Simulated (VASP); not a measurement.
Method: vdW-DF-cx, VASP's PBE PAW potentials (set 64) (plane waves; VASP).

VASP input:

### KPOINTS
```
Automatic
0
gamma
13 13 7
0 0 0
```

### POSCAR
```
Ti
1
    1.4750000000    -2.5547750000     0.0000000000
    1.4750000000     2.5547750000     0.0000000000
    0.0000000000     0.0000000000     4.6800000000
Ti
2
Direct
  0.3333330000   0.6666670000   0.2500000000
  0.6666670000   0.3333330000   0.7500000000
```

**INCAR**
```
AGGAC = 0.0
ALGO = Normal
EDIFF = 1E-6
EDIFFG = -0.01
ENCUT = 520
GGA = CX
IBRION = 2
ISIF = 3
ISMEAR = 1
LASPH = .TRUE.
LCHARG = .FALSE.
LMAXMIX = 4
LREAL = .FALSE.
LUSE_VDW = .TRUE.
LWAVE = .FALSE.
NELM = 100
NSW = 60
PREC = Accurate
SIGMA = 0.1
SYSTEM = Ti
```

POTCAR, in this order: Ti_sv (PBE.64 set). Program: vasp_std.

The resulting files:

OSZICAR:
```
       N       E                     dE             d eps       ncg     rms          rms(c)
DAV:   1     0.251016799857E+03    0.25102E+03   -0.13620E+04  2688   0.186E+03
DAV:   2     0.155065175824E+02   -0.23551E+03   -0.23417E+03  2800   0.491E+02
DAV:   3    -0.113517995236E+02   -0.26858E+02   -0.26651E+02  5296   0.135E+02
DAV:   4    -0.124615829343E+02   -0.11098E+01   -0.11097E+01  2760   0.289E+01
DAV:   5    -0.125253366088E+02   -0.63754E-01   -0.63751E-01  4512   0.475E+00    0.119E+01
DAV:   6    -0.103194396383E+02    0.22059E+01   -0.83767E+00  3176   0.335E+01    0.290E+00
DAV:   7    -0.103002762845E+02    0.19163E-01   -0.82647E-01  4048   0.762E+00    0.199E+00
DAV:   8    -0.103232022346E+02   -0.22926E-01   -0.21294E-01  3144   0.628E+00    0.697E-01
DAV:   9    -0.103137719904E+02    0.94302E-02   -0.54452E-02  3216   0.264E+00    0.582E-02
DAV:  10    -0.103139715197E+02   -0.19953E-03   -0.22100E-03  4256   0.373E-01    0.796E-02
DAV:  11    -0.103140534520E+02   -0.81932E-04   -0.17986E-04  3088   0.114E-01    0.236E-02
DAV:  12    -0.103140469657E+02    0.64863E-05   -0.35983E-05  4040   0.425E-02    0.990E-03
DAV:  13    -0.103140473924E+02   -0.42677E-06   -0.78447E-07  2048   0.994E-03
   1 F= -.10314047E+02 E0= -.10314026E+02  d E =-.103140E+02
       N       E                     dE             d eps       ncg     rms          rms(c)
DAV:   1    -0.127907525281E+02   -0.24767E+01   -0.61554E+01  3664   0.105E+02    0.134E+01
DAV:   2    -0.103571905099E+02    0.24336E+01   -0.10695E+01  3832   0.406E+01    0.411E+00
DAV:   3    -0.102272609434E+02    0.12993E+00   -0.18821E+00  3856   0.982E+00    0.155E+00
DAV:   4    -0.102782178441E+02   -0.50957E-01   -0.39909E-01  3432   0.513E+00    0.335E-01
DAV:   5    -0.103008789352E+02   -0.22661E-01   -0.49533E-02  3688   0.181E+00    0.576E-01
DAV:   6    -0.103253033522E+02   -0.24424E-01   -0.50903E-02  3416   0.128E+00    0.142E-01
DAV:   7    -0.103262160693E+02   -0.91272E-03   -0.29239E-03  3656   0.407E-01    0.118E-01
DAV:   8    -0.103271534723E+02   -0.93740E-03   -0.23748E-03  3344   0.358E-01    0.351E-02
DAV:   9    -0.103271751789E+02   -0.21707E-04   -0.32643E-04  4072   0.101E-01    0.122E-02
DAV:  10    -0.103271762946E+02   -0.11157E-05   -0.95081E-06  2944   0.293E-02    0.127E-03
DAV:  11    -0.103271771548E+02   -0.86018E-06   -0.14565E-06  2160   0.120E-02
   2 F= -.10327177E+02 E0= -.10327089E+02  d E =-.131298E-01
       N       E                     dE             d eps       ncg     rms          rms(c)
DAV:   1    -0.107948394810E+02   -0.46766E+00   -0.11244E+01  3688   0.479E+01    0.575E+00
DAV:   2    -0.103456699839E+02    0.44917E+00   -0.23922E+00  4080   0.181E+01    0.164E+00
DAV:   3    -0.103232551929E+02    0.22415E-01   -0.28284E-01  3704   0.370E+00    0.494E-01
DAV:   4    -0.103332283018E+02   -0.99731E-02   -0.52440E-02  3856   0.164E+00    0.225E-01
DAV:   5    -0.103422585552E+02   -0.90303E-02   -0.20608E-02  3464   0.918E-01    0.302E-01
DAV:   6    -0.103438168124E+02   -0.15583E-02   -0.44610E-03  3928   0.607E-01    0.951E-02
DAV:   7    -0.103442202232E+02   -0.40341E-03   -0.91183E-04  3456   0.228E-01    0.188E-02
DAV:   8    -0.103442644707E+02   -0.44248E-04   -0.12195E-04  4144   0.656E-02    0.818E-03
DAV:   9    -0.103442648487E+02   -0.37801E-06   -0.37426E-06  2600   0.187E-02
   3 F= -.10344265E+02 E0= -.10344162E+02  d E =-.302175E-01
```

OUTCAR:
```
------------------------ aborting loop because EDIFF is reached ----------------------------------------
  FORCE on cell =-STRESS in cart. coord.  units (eV):
  Direction    XX          YY          ZZ          XY          YZ          ZX
  --------------------------------------------------------------------------------------
  Total       -0.0105843     -0.0105843      0.0182482      0.0000000     -0.0000000     -0.0000000
  in kB       -0.5054776     -0.5054776      0.8714831      0.0000000     -0.0000000     -0.0000000
  external PRESSURE =      -0.0464907 kB  Pullay stress =       0.0000000 kB
  volume of cell :       33.55
      direct lattice vectors                 reciprocal lattice vectors
     1.450996866 -2.513200350 -0.000000000     0.344590682 -0.198949519  0.000000000
     1.450996866  2.513200350  0.000000000     0.344590682  0.198949519  0.000000000
    -0.000000000  0.000000000  4.599896067    -0.000000000 -0.000000000  0.217396216
 POSITION                                       TOTAL-FORCE (eV/Angst)
 -----------------------------------------------------------------------------------
      1.45100      0.83774      1.14997         0.000000      0.000000      0.000000
      1.45100     -0.83774      3.44992        -0.000000     -0.000000      0.000000
 -----------------------------------------------------------------------------------
    total drift:                                0.000174      0.001051     -0.000018
  FREE ENERGIE OF THE ION-ELECTRON SYSTEM (eV)
  ---------------------------------------------------
  free  energy   TOTEN  =       -10.3442648487 eV

  energy  without entropy=      -10.3439577814  energy(sigma->0) =      -10.34416249

 reached required accuracy - stopping structural energy minimisation
```
(Selected blocks of OUTCAR.)

File CONTCAR:
```
Ti
   1.00000000000000
     1.4509968664564621   -2.5132003502893663   -0.0000000000000000
     1.4509968664564621    2.5132003502893663    0.0000000000000000
    -0.0000000000000000    0.0000000000000000    4.5998960665382986
  Ti
     2
Direct
     0.3333330000000032    0.6666669999999968    0.2500000000000000
     0.6666669999999968    0.3333330000000032    0.7500000000000000
```

File OUTCAR:
```
 val. band max:        8.6160504974   @ k =   0.3077   0.2308   0.4286

 cond. band min:       8.6331718304   @ k =   0.2308   0.2308   0.4286


 Fermi energy:         8.6200083365

 k-point     1 :       0.0000    0.0000    0.0000
  band No.  band energies     occupation
      1     -47.9814      2.00000
      2     -47.8211      2.00000
      3     -24.7435      2.00000
      4     -24.0205      2.00000
      5     -24.0205      2.00000
      6     -23.9457      2.00000
      7     -23.9084      2.00000
      8     -23.9084      2.00000
      9       2.3735      2.00000
     10       5.8335      2.00000
     11       9.3803     -0.00000
     12       9.3803     -0.00000
     13       9.4862     -0.00000
     14       9.4921     -0.00000
     15       9.9032     -0.00000
     16       9.9032     -0.00000

 k-point     2 :       0.0769    0.0000    0.0000
  band No.  band energies     occupation
      1     -47.9746      2.00000
      2     -47.8184      2.00000
      3     -24.7288      2.00000
      4     -24.0507      2.00000
      5     -24.0306      2.00000
      6     -23.9518      2.00000
      7     -23.9399      2.00000
      8     -23.9123      2.00000
      9       2.5449      2.00000
     10       5.9685      2.00000
     11       9.0741     -0.00000
     12       9.1410     -0.00000
     13       9.5030     -0.00000
     14       9.7208     -0.00000
     15       9.8242     -0.00000
     16      10.0125     -0.00000

 k-point     3 :       0.1538    0.0000    0.0000
  band No.  band energies     occupation
      1     -47.9553      2.00000
      2     -47.8112      2.00000
      3     -24.6866      2.00000
      4     -24.1350      2.00000
      5     -24.0577      2.00000
      6     -24.0254      2.00000
      7     -23.9704      2.00000
      8     -23.9238      2.00000
      9       3.0393      2.00000
     10       6.3247      2.00000
     11       8.4639      2.04970
     12       8.6338      0.76961
     13       9.5701     -0.00000
...
```

Energy and stress use the plane-wave basis of the starting cell.

The compound is Ti in the hcp structure. This run relaxes it. Symmetry was kept, so distortions that lower it aren't found.
